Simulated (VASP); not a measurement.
A VASP calculation is set up with these files.

INCAR:
```
ALGO=Normal
EDIFF=1E-6
EDIFFG=-0.01
ENCUT=400
GGA=PS
IBRION=2
ISIF=3
ISMEAR=0
LASPH=.True.
LCHARG=.False.
LMAXMIX=4
LREAL=.False.
LWAVE=.False.
NELM=100
NSW=60
PREC=Accurate
SIGMA=0.05
SYSTEM=MgTe
```

### KPOINTS
```
K-points
0
gamma
 7 7 7
0 0 0
```

**POSCAR**
```
MgTe
1
    0.0000000000     2.9723950000     2.9723950000
    2.9723950000     0.0000000000     2.9723950000
    2.9723950000     2.9723950000     0.0000000000
Mg Te
1 1
Direct
  0.0000000000   0.0000000000   0.0000000000
  0.5000000000   0.5000000000   0.5000000000
```

POTCAR, in this order: Mg Te (PBE.64 set). Program: vasp_std.

**Question.** Translate this PBEsol calculation to Quantum ESPRESSO's pw.x.

**Answer.** One equivalent input (not run):
```
&CONTROL
  calculation = 'vc-relax'
  pseudo_dir = './pseudo'
  outdir = './out'
  tprnfor = .true.
  tstress = .true.
  nstep = 60
  forc_conv_thr = 0.00039
/
&SYSTEM
  ibrav = 0
  nat = 2
  ntyp = 2
  ecutwfc = 84
  occupations = 'smearing'
  smearing = 'gaussian'
  degauss = 0.003675
  input_dft = 'pbesol'
/
&ELECTRONS
  conv_thr = 7.3e-08
  electron_maxstep = 100
/
&IONS
/
&CELL
/
ATOMIC_SPECIES
  Mg 24.305 Mg.upf
  Te 127.600 Te.upf
CELL_PARAMETERS angstrom
     0.0000000    2.9723950    2.9723950
     2.9723950    0.0000000    2.9723950
     2.9723950    2.9723950    0.0000000
ATOMIC_POSITIONS crystal
  Mg   0.0000000  0.0000000  0.0000000
  Te   0.5000000  0.5000000  0.5000000
K_POINTS automatic
  7 7 7 0 0 0
```
Limits of the translation: the potentials are each code's own (VASP's PAW set, PseudoDojo norm-conserving files in pw.x), so ENCUT and ecutwfc are chosen apart and not converted; conv_thr bounds pw.x's estimated SCF error, while EDIFF bounds the energy change between steps; forc_conv_thr acts on force components and is met together with etot_conv_thr.

The structure comes from a computed database's MgTe entry (Fm-3m); how it stands against other phases isn't given here. This run relaxes it. Symmetry was kept, so distortions that lower it aren't found.
